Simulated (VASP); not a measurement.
OSZICAR of a VASP run on Sc (space group P6_3/mmc):

OSZICAR:
```
       N       E                     dE             d eps       ncg     rms          rms(c)
DAV:   1     0.608439897810E+03    0.60844E+03   -0.16572E+04   120   0.120E+03
DAV:   2     0.206647748251E+02   -0.58778E+03   -0.58299E+03   160   0.722E+02
DAV:   3    -0.265425994743E+02   -0.47207E+02   -0.45796E+02   174   0.215E+02
DAV:   4    -0.287280449009E+02   -0.21854E+01   -0.20982E+01   168   0.387E+01
DAV:   5    -0.287845991411E+02   -0.56554E-01   -0.56194E-01   176   0.622E+00    0.126E+01
DAV:   6    -0.267280115562E+02    0.20566E+01   -0.52813E+00   134   0.242E+01    0.385E+00
DAV:   7    -0.265157523386E+02    0.21226E+00   -0.10800E+00   136   0.105E+01    0.122E+00
DAV:   8    -0.264966347553E+02    0.19118E-01   -0.20277E-01   144   0.372E+00    0.779E-01
DAV:   9    -0.264867390957E+02    0.98957E-02   -0.47842E-02   160   0.208E+00    0.188E-01
DAV:  10    -0.264860707424E+02    0.66835E-03   -0.49348E-03   144   0.799E-01    0.442E-02
DAV:  11    -0.264860814858E+02   -0.10743E-04   -0.28703E-04   176   0.170E-01    0.219E-02
DAV:  12    -0.264860762685E+02    0.52173E-05   -0.32289E-05   152   0.597E-02    0.424E-03
DAV:  13    -0.264860760469E+02    0.22161E-06   -0.11224E-06    96   0.152E-02
   1 F= -.26486076E+02 E0= -.26405090E+02  d E =-.161972E+00
```

**Question.** Which electronic solver shows in the log?

**Answer.** It is blocked Davidson (ALGO = Normal, or the opening steps of other solvers). The INCAR had ALGO = Normal.

**Question.** Can the final energy be trusted as converged?

**Answer.** Self-consistency was reached. It stopped with EDIFF = 1E-6, NELM = 100 (PBE GGA, plane waves, VASP's PBE PAW potentials (set 64)).

The structure was generated: Sc was put into an ordered model structure, which need not be its known phase. The cell was not relaxed at this level. The k-mesh is coarse (spacing up to 1.13 per Å, 2π included), so the numbers may not be converged in it. The run is one of a series of settings (KPOINTS 2×2×1 Γ-centred mesh against the base run), some of them coarse on purpose.
